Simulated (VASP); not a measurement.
These are LDA (Ceperley-Alder, Perdew-Zunger), VASP's LDA PAW potentials (set 64) (plane waves; VASP) values and carry that method's errors.

VASP ran on this input.

INCAR:
```
SIGMA  =  0.03   # width (eV)
NELM  =  100
LWAVE  =  .False.
LMAXMIX  =  4   # l cut-off of mixed one-centre charges
ISPIN  =  2
SYSTEM  =  MnS
ALGO  =  Normal   # blocked Davidson
LREAL  =  .False.   # projection in real space or not
ENCUT  =  300
LCHARG  =  .False.
PREC  =  Accurate
LASPH  =  .True.   # aspherical one-centre terms
ISIF  =  2
ISMEAR  =  0
MAGMOM  =  0.0 4.0
LORBIT  =  11
EDIFF  =  1E-6   # SCF stop (eV)
```

### KPOINTS
```
Regular mesh
0
Gamma
 9 9 9
0 0 0
```

**POSCAR**
```
MnS
1
    0.0000000000     2.4975160000     2.4975160000
    2.4975160000     0.0000000000     2.4975160000
    2.4975160000     2.4975160000     0.0000000000
S Mn
1 1
Direct
  0.0000000000   0.0000000000   0.0000000000
  0.5000000000   0.5000000000   0.5000000000
```

POTCAR, in this order: S Mn_pv (LDA.64 set). Program: vasp_std.

What VASP printed:

File OSZICAR:
```
       N       E                     dE             d eps       ncg     rms          rms(c)
DAV:   1     0.991960985778E+02    0.99196E+02   -0.83199E+03  2139   0.940E+02
DAV:   2    -0.126663389837E+02   -0.11186E+03   -0.10741E+03  2338   0.278E+02
DAV:   3    -0.164369922959E+02   -0.37707E+01   -0.37527E+01  2513   0.577E+01
DAV:   4    -0.164757597497E+02   -0.38767E-01   -0.38760E-01  2534   0.587E+00
DAV:   5    -0.164764329406E+02   -0.67319E-03   -0.67313E-03  2612   0.763E-01    0.128E+01
DAV:   6    -0.155680158496E+02    0.90842E+00   -0.88763E+00  2217   0.395E+01    0.106E+01
DAV:   7    -0.152792117470E+02    0.28880E+00   -0.16347E+00  2124   0.208E+01    0.573E+00
DAV:   8    -0.152714690951E+02    0.77427E-02   -0.62862E-02  2254   0.227E+00    0.314E+00
DAV:   9    -0.152648378715E+02    0.66312E-02   -0.12184E-02  2667   0.128E+00    0.544E-01
DAV:  10    -0.152660649360E+02   -0.12271E-02   -0.43266E-03  2191   0.777E-01    0.143E-01
DAV:  11    -0.152660389083E+02    0.26028E-04   -0.40110E-04  2750   0.148E-01    0.964E-02
DAV:  12    -0.152660466033E+02   -0.76949E-05   -0.59044E-05  2261   0.813E-02    0.525E-02
DAV:  13    -0.152660468987E+02   -0.29544E-06   -0.22240E-06  2349   0.185E-02
   1 F= -.15266047E+02 E0= -.15265883E+02  d E =-.327170E-03  mag=     3.9576
```

**OUTCAR**
```
------------------------ aborting loop because EDIFF is reached ----------------------------------------
  FORCE on cell =-STRESS in cart. coord.  units (eV):
  Direction    XX          YY          ZZ          XY          YZ          ZX
  --------------------------------------------------------------------------------------
  Total       -1.8997541     -1.8997541     -1.8997541      0.0000000      0.0000000     -0.0000000
  in kB      -97.6906825    -97.6906825    -97.6906825      0.0000000      0.0000000     -0.0000000
  external PRESSURE =     -97.6906825 kB  Pullay stress =       0.0000000 kB
  volume of cell :       31.16
      direct lattice vectors                 reciprocal lattice vectors
     0.000000000  2.497516000  2.497516000    -0.200198918  0.200198918  0.200198918
     2.497516000  0.000000000  2.497516000     0.200198918 -0.200198918  0.200198918
     2.497516000  2.497516000  0.000000000     0.200198918  0.200198918 -0.200198918
 POSITION                                       TOTAL-FORCE (eV/Angst)
 -----------------------------------------------------------------------------------
      0.00000      0.00000      0.00000         0.000000     -0.000000     -0.000000
      2.49752      2.49752      2.49752        -0.000000      0.000000      0.000000
 -----------------------------------------------------------------------------------
    total drift:                                0.000000      0.000000      0.000000
  FREE ENERGIE OF THE ION-ELECTRON SYSTEM (eV)
  ---------------------------------------------------
  free  energy   TOTEN  =       -15.2660468987 eV

  energy  without entropy=      -15.2657197286  energy(sigma->0) =      -15.26588331

 total charge

# of ion       s       p       d       tot
------------------------------------------
    1        1.328   2.381   0.000   3.709
    2        0.244   6.200   5.043  11.487
--------------------------------------------------
tot          1.572   8.581   5.043  15.196

 magnetization (x)

# of ion       s       p       d       tot
------------------------------------------
    1        0.024   0.032   0.000   0.055
    2        0.047   0.034   3.567   3.647
--------------------------------------------------
tot          0.070   0.066   3.567   3.702
```
(Selected blocks of OUTCAR.)

At this cut-off the stress carries a Pulay error, which pulls relaxed volumes low.  The moments were started parallel, and other spin orders were not tried in this run.

The structure was generated: MnS was put into an ordered model structure, which need not be its known phase. The cell was not relaxed at this level. The run is one of a series of settings (SIGMA = 0.03, KPOINTS 9×9×9 Γ-centred mesh against the base run), some of them coarse on purpose.
